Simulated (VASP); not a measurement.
Data:

```
CELL_PARAMETERS angstrom
     -2.44748     2.44748     2.44748
      2.44748    -2.44748     2.44748
      2.44748     2.44748    -2.44748
ATOMIC_POSITIONS crystal
  Ba 0.00000 0.00000 0.00000
```

The numbers are results of PBEsol GGA, VASP's PBE PAW potentials (set 64) (plane waves; VASP), not measurements. Settings: 400 eV cut-off, Gaussian smearing of 0.050 eV, potentials Ba_sv.

Problem. Give the energies of bands 5 to 8 at the high-symmetry points, in eV from the Fermi level.

Solution. 
| band | Γ | H | N | P |
|---|---|---|---|---|
| 5 | -2.77 | -0.61 | -0.92 | 0.62 |
| 6 | 1.93 | -0.61 | 0.70 | 0.62 |
| 7 | 1.93 | 4.74 | 1.52 | 0.62 |
| 8 | 1.93 | 4.74 | 3.45 | 4.17 |

It has no gap at this level: it comes out as a metal or semimetal.

The compound is Ba in the bcc structure. It was relaxed first, which changed the volume by -7 %.
